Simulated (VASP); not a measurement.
Data:

```
CELL_PARAMETERS angstrom
     -1.40314     1.40314     1.40314
      1.40314    -1.40314     1.40314
      1.40314     1.40314    -1.40314
ATOMIC_POSITIONS crystal
  Fe 0.00000 0.00000 0.00000
```
Starting moments (μB, in the order of the record's atoms Fe): 2.1.

These are optB86b-vdW, VASP's PBE PAW potentials (set 64) (plane waves; VASP 6.6.1) values and carry that method's errors. Run with 520 eV cut-off, 18×18×18 Γ-centred mesh, first-order Methfessel-Paxton smearing of 0.10 eV, potentials Fe.

Question: Give the energy at these volumes per atom, relative to the lowest: 10.36, 10.69, 11.02, 11.35, 11.68 Å³.

Answer: 32.0, 8.1, 0.0, 4.8, 21.6 meV/atom. A third-order Birch-Murnaghan fit gives B0 = 213 GPa and B0′ = 3.9.

Measured: bulk modulus 174 GPa at 0 K (computed value off by +22.6 %), as given by H. Levämäki et al., Physical Review B (2014), arXiv:1402.3671 [corrected for temperature and zero-point phonon effects]; a 2.853 Å at 0 K (computed value off by -1.6 %), as given by Daniel Mejia-Rodriguez et al., Physical Review B (2018), arXiv:1807.09216 [static lattice: zero-point anharmonic expansion removed].

The compound is Fe in the bcc structure. It was relaxed first, which changed the volume by -7 %.
